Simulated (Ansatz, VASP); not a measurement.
## Cross-check of Cs8K6Na18Cl9F23 between VASP and Ansatz

Wanted: the spread between two codes on one cell, functional and k mesh. The structure shown is frame 52 of Ansatz's trajectory.

Main program and level: Ansatz 0.2.0; plane waves, with VASP 6.6.1 beside it; single point at LDA.

## 1. Set-up

The cell holds 64 atoms: 8 Cs, 18 Na, 6 K, 9 Cl and 23 F. Its edges and angles: a = 12.302 Å, b = 12.302 Å, c = 12.302 Å, α = 90.0°, β = 90.0°, γ = 90.0°.

## 2. Ansatz: dynamics, LDA

Ansatz runs on its default PAW (the set named soft_2) files.

One frame of this run of dynamics is then solved in both programs, so the motion causes no difference.

Contents of input.yaml:

```yaml
crystal:
  lattice:
    - [12.3019, 0.0, 0.0]
    - [0.0, 12.3019, 0.0]
    - [0.0, 0.0, 12.3019]
  atoms:
    - { symbol: Cs, position: [0.71888, 0.55053, 0.80236] }
    - { symbol: Cs, position: [0.0747, 0.62813, 0.64783] }
    - { symbol: Cs, position: [0.97987, 0.23642, 0.64854] }
    - { symbol: Cs, position: [0.47554, 0.80898, 0.92818] }
    - { symbol: Cs, position: [0.17994, 0.10567, 0.00898] }
    - { symbol: Cs, position: [0.81964, 0.80794, 0.04152] }
    - { symbol: Cs, position: [0.56404, 0.23261, 0.17954] }
    - { symbol: Cs, position: [0.97279, 0.86051, 0.36759] }
    - { symbol: Na, position: [0.95712, 0.40115, 0.95522] }
    - { symbol: Na, position: [0.78616, 0.46019, 0.26104] }
    - { symbol: Na, position: [0.16292, 0.00779, 0.62565] }
    - { symbol: Na, position: [0.40024, 0.18492, 0.41968] }
    - { symbol: Na, position: [0.15648, 0.83281, 0.09748] }
    - { symbol: Na, position: [0.36461, 0.81899, 0.21962] }
    - { symbol: Na, position: [0.33763, 0.17834, 0.64815] }
    - { symbol: Na, position: [0.74993, 0.58904, 0.47388] }
    - { symbol: Na, position: [0.55658, 0.97192, 0.21679] }
    - { symbol: Na, position: [0.11032, 0.63126, 0.91302] }
    - { symbol: Na, position: [0.61156, 0.65235, 0.27476] }
    - { symbol: Na, position: [0.79226, 0.21566, 0.39454] }
    - { symbol: Na, position: [0.23563, 0.58725, 0.22229] }
    - { symbol: Na, position: [0.46913, 0.50777, 0.48396] }
    - { symbol: Na, position: [0.58224, 0.77534, 0.6568] }
    - { symbol: Na, position: [0.62952, 0.9368, 0.44062] }
    - { symbol: Na, position: [0.88285, 0.11303, 0.13344] }
    - { symbol: Na, position: [0.69952, 0.07757, 0.91007] }
    - { symbol: K, position: [0.46644, 0.53441, 0.06316] }
    - { symbol: K, position: [0.87648, 0.8726, 0.68547] }
    - { symbol: K, position: [0.30533, 0.73887, 0.46975] }
    - { symbol: K, position: [0.30171, 0.3518, 0.94959] }
    - { symbol: K, position: [0.06856, 0.33601, 0.2979] }
    - { symbol: K, position: [0.24389, 0.37824, 0.6216] }
    - { symbol: Cl, position: [0.14296, 0.85417, 0.84691] }
    - { symbol: Cl, position: [0.20227, 0.51711, 0.4486] }
    - { symbol: Cl, position: [0.84217, 0.04798, 0.53054] }
    - { symbol: Cl, position: [0.93737, 0.58938, 0.15652] }
    - { symbol: Cl, position: [0.61014, 0.38248, 0.95551] }
    - { symbol: Cl, position: [0.92165, 0.16483, 0.91041] }
    - { symbol: Cl, position: [0.44427, 0.97743, 0.64828] }
    - { symbol: Cl, position: [0.88713, 0.39748, 0.48703] }
    - { symbol: Cl, position: [0.40252, 0.6265, 0.66601] }
    - { symbol: F, position: [0.60943, 0.70268, 0.08391] }
    - { symbol: F, position: [0.63719, 0.48986, 0.36655] }
    - { symbol: F, position: [0.54286, 0.10858, 0.34532] }
    - { symbol: F, position: [0.81697, 0.66406, 0.62955] }
    - { symbol: F, position: [0.66103, 0.89383, 0.83629] }
    - { symbol: F, position: [0.26373, 0.68324, 0.05221] }
    - { symbol: F, position: [0.00363, 0.95366, 0.11165] }
    - { symbol: F, position: [0.41718, 0.3143, 0.54461] }
    - { symbol: F, position: [0.13787, 0.47798, 0.78531] }
    - { symbol: F, position: [0.05005, 0.8544, 0.57192] }
    - { symbol: F, position: [0.62171, 0.71765, 0.47153] }
    - { symbol: F, position: [0.41804, 0.5803, 0.26999] }
    - { symbol: F, position: [0.46384, 0.88975, 0.3639] }
    - { symbol: F, position: [0.73812, 0.88586, 0.29292] }
    - { symbol: F, position: [0.67493, 0.06979, 0.09633] }
    - { symbol: F, position: [0.85152, 0.29445, 0.23314] }
    - { symbol: F, position: [0.23398, 0.2132, 0.7938] }
    - { symbol: F, position: [0.9263, 0.65566, 0.89264] }
    - { symbol: F, position: [0.37636, 0.96451, 0.09736] }
    - { symbol: F, position: [0.18096, 0.76479, 0.27746] }
    - { symbol: F, position: [0.11655, 0.32323, 0.06734] }
    - { symbol: F, position: [0.19456, 0.15748, 0.49422] }
    - { symbol: F, position: [0.39403, 0.35751, 0.11542] }
kpoints:
  mp_grid: { grid: [1, 1, 1] }
hamiltonian:
  xc: lda
scf:
  occupations: { method: fermi_dirac, width: 0.078 }
output:
  forces: true
md:
  timestep: 1.0
  n_steps: 157
  ensemble: nvt_nose_hoover
  temperature: 900
  initial_velocities: maxwell_boltzmann
  seed: 1005
```

The run is started by

```sh
$ ansatz run input.yaml --threads 4 --pin off --max-ram 8192MiB --backend cpu --events-out ev --progress --plain --runs-dir out
```

Numbers of over 12 decimals in the logs are rounded to 6 here.

The log of the run:

```text
Warning: md: disabling space-group detection — thermal motion breaks the input geometry's symmetry, so no spatial operation reduces the k-mesh or symmetrises the density; time reversal is kept, so that k and −k are solved as one point where they differ and the mesh holds both, and exact exchange and, on two spinor components, a DFT+U term hold to it where the run has them: on two components no moment then forms, and  [...]
Engine: ansatz 0.2.0, aarch64-unknown-linux-gnu
Pseudopotentials: kind: paw
Pseudopotential: Cs, paw, valence charge 9, recommended cutoff 420 eV (normal), Cs.paw.azcp
Pseudopotential: Na, paw, valence charge 9, recommended cutoff 420 eV (normal), Na.paw.azcp
Pseudopotential: K, paw, valence charge 9, recommended cutoff 420 eV (normal), K.paw.azcp
Pseudopotential: Cl, paw, valence charge 7, recommended cutoff 420 eV (normal), Cl.paw.azcp
Pseudopotential: F, paw, valence charge 7, recommended cutoff 420 eV (normal), F.paw.azcp
Functional definition: SPW92
  exchange = slater_x
  correlation = pw_c
Crystal: 64 atoms, lattice volume = 1861.729 Å³
Basis set: ecut = 420 eV, 36377 PW (Γ)
Bands: 320, of which v1, the nominal top of the filled ones, is band 256 counted from 1 (255 counted from 0)
Symmetry: 1 space group operations
k-points: 1
Non-local potential: Cs, projectors of the file, l = 0: 3, l = 1: 2, l = 2: 2, l = 3: 2
Non-local potential: Na, projectors of the file, l = 0: 3, l = 1: 2, l = 2: 1
Non-local potential: K, projectors of the file, l = 0: 3, l = 1: 2, l = 2: 2
Non-local potential: Cl, projectors of the file, l = 0: 2, l = 1: 2, l = 2: 2
Non-local potential: F, projectors of the file, l = 0: 2, l = 1: 2, l = 2: 1
PAW form: soft (Blöchl's): semilocal exchange-correlation on the pseudo side does not see the compensation charge
PAW frozen core: Cs, regenerated for the run's functional, and the local potential with it (the file was generated under x = pbe(κ = 0.804, μ = 0.219515), c = pbe(β = 0.066725))
PAW frozen core: Na, regenerated for the run's functional, and the local potential with it (the file was generated under x = pbe(κ = 0.804, μ = 0.219515), c = pbe(β = 0.066725))
PAW frozen core: K, regenerated for the run's functional, and the local potential with it (the file was generated under x = pbe(κ = 0.804, μ = 0.219515), c = pbe(β = 0.066725))
PAW frozen core: Cl, regenerated for the run's functional, and the local potential with it (the file was generated under x = pbe(κ = 0.804, μ = 0.219515), c = pbe(β = 0.066725))
PAW frozen core: F, regenerated for the run's functional, and the local potential with it (the file was generated under x = pbe(κ = 0.804, μ = 0.219515), c = pbe(β = 0.066725))
PAW one-centre angular grid: Cs, 194 points (default); XC on 64 Gauss nodes
PAW one-centre angular grid: Na, 110 points (default); XC on 64 Gauss nodes
PAW one-centre angular grid: K, 110 points (default); XC on 64 Gauss nodes
PAW one-centre angular grid: Cl, 110 points (default); XC on 64 Gauss nodes
PAW one-centre angular grid: F, 110 points (default); XC on 64 Gauss nodes
Initial density: superposition of atomic densities (neutral atoms: chi_scale 0, normalization atom), corrected by the library's trained network
Initial wavefunctions: pseudopotential atomic-orbital guess
Functional: x = slater, c = lda
SCF iter   1: F=—  HF=-107141.688701 eV  |F-HF|=—  |Δ(HF+E_count)|=         —  Δρ=1.04e-2  dr2=1.57e0  ethr=1.77e-3  ⟨swp⟩=6.0  Hψ=1239  notcnv=0  defer=41
preconditioner: auto → Resta (q_TF=auto, 2.200 Å⁻¹)  ε∞=3.1  [insulator: Δε(μ)=2.841 eV  Ē_g=10.277 eV  σ=0.078 eV  W_gap=1.00  n_scr=340 (ndim 8)  ℏωp=14.8 eV  f_vac=0.284  D(μ)=0.00/eV (n_scr^D=0)  ε∞_Penn≈3.1]
SCF iter   2: F=—  HF=-107141.292353 eV  |F-HF|=—  |Δ(HF+E_count)|=   3.96e-1  Δρ=4.61e-3  dr2=1.88e-1  ethr=3.07e-4  ⟨swp⟩=2.0  Hψ=553  notcnv=0  defer=56
SCF iter   3: F=—  HF=-107141.243697 eV  |F-HF|=—  |Δ(HF+E_count)|=   4.87e-2  Δρ=1.39e-3  dr2=3.48e-2  ethr=3.67e-5  ⟨swp⟩=2.0  Hψ=441  notcnv=0  defer=56
SCF iter   4: F=—  HF=-107141.235581 eV  |F-HF|=—  |Δ(HF+E_count)|=   8.12e-3  Δρ=4.62e-4  dr2=4.86e-3  ethr=6.80e-6  ⟨swp⟩=2.0  Hψ=350  notcnv=0  defer=56
SCF iter   5: F=—  HF=-107141.234968 eV  |F-HF|=—  |Δ(HF+E_count)|=   6.13e-4  Δρ=2.61e-4  dr2=1.10e-3  ethr=9.50e-7  ⟨swp⟩=2.0  Hψ=439  notcnv=0  defer=56
SCF iter   6: F=—  HF=-107141.234831 eV  |F-HF|=—  |Δ(HF+E_count)|=   1.36e-4  Δρ=7.27e-5  dr2=1.46e-4  ethr=2.15e-7  ⟨swp⟩=2.0  Hψ=439  notcnv=0  defer=56
[...]
md step   148: t =   148.00 fs  T =  1017.2 K  F+E_penalty+E_count = -107143.29357431 eV  E_kin = 8.283163 eV  conserved = -107133.90923886 eV  (3 SCF iters)
[... from here on, the SCF cycles and remarks between the steps are left out ...]
md step   149: t =   149.00 fs  T =  1009.5 K  F+E_penalty+E_count = -107143.25617244 eV  E_kin = 8.221118 eV  conserved = -107133.90916420 eV  (3 SCF iters)
md step   150: t =   150.00 fs  T =  1001.5 K  F+E_penalty+E_count = -107143.21519792 eV  E_kin = 8.155251 eV  conserved = -107133.90909139 eV  (8 SCF iters)
md step   151: t =   151.00 fs  T =   993.0 K  F+E_penalty+E_count = -107143.17181272 eV  E_kin = 8.086755 eV  conserved = -107133.90902381 eV  (4 SCF iters)
md step   152: t =   152.00 fs  T =   984.4 K  F+E_penalty+E_count = -107143.12709680 eV  E_kin = 8.016737 eV  conserved = -107133.90896580 eV  (3 SCF iters)
md step   153: t =   153.00 fs  T =   975.8 K  F+E_penalty+E_count = -107143.08199117 eV  E_kin = 7.946167 eV  conserved = -107133.90892020 eV  (3 SCF iters)
md step   154: t =   154.00 fs  T =   967.1 K  F+E_penalty+E_count = -107143.03724624 eV  E_kin = 7.875819 eV  conserved = -107133.90889104 eV  (3 SCF iters)
md step   155: t =   155.00 fs  T =   958.6 K  F+E_penalty+E_count = -107142.99338448 eV  E_kin = 7.806241 eV  conserved = -107133.90887867 eV  (3 SCF iters)
md step   156: t =   156.00 fs  T =   950.2 K  F+E_penalty+E_count = -107142.95068423 eV  E_kin = 7.737737 eV  conserved = -107133.90888137 eV  (3 SCF iters)
md step   157: t =   157.00 fs  T =   941.9 K  F+E_penalty+E_count = -107142.90918900 eV  E_kin = 7.670376 eV  conserved = -107133.90889694 eV  (8 SCF iters)
SCF converged after 8 iterations
Free energy (F): -107142.909189 eV
Harris-Foulkes:  -107142.909189 eV  (|F-HF|=9.90e-9)
Internal energy: -107142.909188 eV  (E = F + TS)
E sigma→0 (E₀):  -107142.909188 eV
Entropy (-TS):   -0.000001 eV (-0.000 meV/atom)
Fermi energy:    2.009294 eV
--- Per-component energies (eV) ---
  E_band       = -6834.978714
  E_kinetic    = 11015.351043
  E_local      = -62128.950936  (includes V_loc(G=0)·N_el)
  E_nonlocal   = 4465.853533
  E_hartree    = 24372.071251
  E_xc         = -5626.568250
  E_vxc        = -6319.444084  (∫ρ·V_xc dr)
  E_paw        = -58017.648215  (= ΣΔE_a)
  E_vpaw       = -2611.982611  (= ΣTr[D̂ρ^β])
  E_aug_tail   = 0.047083  (compensation charges beyond the density's cutoff)
  E_ewald      = -21233.629383
  E_core_change = 10.564685  (= ΣΔE_core)
  E_smearing   = -0.000001  (= −TS)
  E_closure    = 0.000000  (closes the sum)
  Σ components = -107142.909189   (vs F -107142.909189, Δ=0.00e0)
--- Forces (eV/Å), atoms counted from 1 ---
  atom   1  Cs     0.53261453    -0.88065340    -0.80018531
  atom   2  Cs    -0.47312986    -0.13797640     0.26540803
  atom   3  Cs    -0.04278289     0.10871373    -0.14245612
  atom   4  Cs     0.25805626    -0.04408636     0.45517928
  atom   5  Cs     0.29376047     0.43044426    -0.23755842
  atom   6  Cs    -0.03769336     0.16807550    -0.34046445
  atom   7  Cs     0.21274434    -0.66974147     0.30932440
  atom   8  Cs     0.37506430    -0.02796753     0.01678407
  atom   9  Na    -0.85072871     1.37837553    -1.57575953
  atom  10  Na     0.00740500    -0.12325773    -0.38399012
  atom  11  Na     0.06293566     0.34135799    -0.54948747
  atom  12  Na    -0.36686377    -0.16771709    -0.05409076
  atom  13  Na     0.09153345    -0.79477750     0.21111590
  atom  14  Na    -0.47988400    -0.27455439    -0.45080758
  atom  15  Na    -0.29674972    -0.45233037    -0.25907630
  atom  16  Na     0.26194646    -0.34338168     0.14959205
  atom  17  Na    -0.13354826     0.81048799    -0.84871111
  atom  18  Na    -0.04473030     0.30955089    -0.24165802
  atom  19  Na    -0.47924591    -0.02722989    -0.15111467
  atom  20  Na    -0.18608711     0.80729266    -0.68043156
  atom  21  Na     0.48421733     0.07087050    -0.73450988
  atom  22  Na     0.05443560    -0.43776523     0.25196640
  atom  23  Na     0.56678238    -0.74968087    -0.02641646
  atom  24  Na    -0.31415503    -0.63470240    -0.33719412
[...]
atom  57  F      0.28933507    -0.31737185     0.16176196
  atom  58  F      0.35696602    -0.14235074     0.07000802
  atom  59  F      0.00582677     0.32324173     0.22662454
  atom  60  F      0.14835709    -0.66933615     0.33917311
  atom  61  F      0.32640599    -0.08959806    -0.36063899
  atom  62  F      1.23571098    -0.52157529     1.75861220
  atom  63  F     -0.33111182    -0.56049828    -0.01909552
  atom  64  F     -0.86249159     0.01913562    -0.09936491
  max |Σ_I F_I| component: 1.40e-4 eV/Å
--- MD trajectory: 157 steps, t = 0.0 → 157.0 fs ---
  final state: T = 941.9 K   F+E_penalty+E_count = -107142.90918900 eV   E_kin = 7.670376 eV
  conserved energy: peak-to-peak 1.744e-3 eV (2.725e-5 eV/atom) over 157.0 fs
```

[end of part 1 of 2]

[Lines on the potential files, build, host, timing and source positions are cut from VASP's logs without a mark.]

[Logs are printed without paths, hosts, clocks, repeated set-up lines and the standing remarks that a program may print on its own settings, such as how far it seeks lower states.]

[Hosts, paths, dates, database ids (printed as entryN), source tags and the programs' standing remarks are cut or masked in the printed files.]
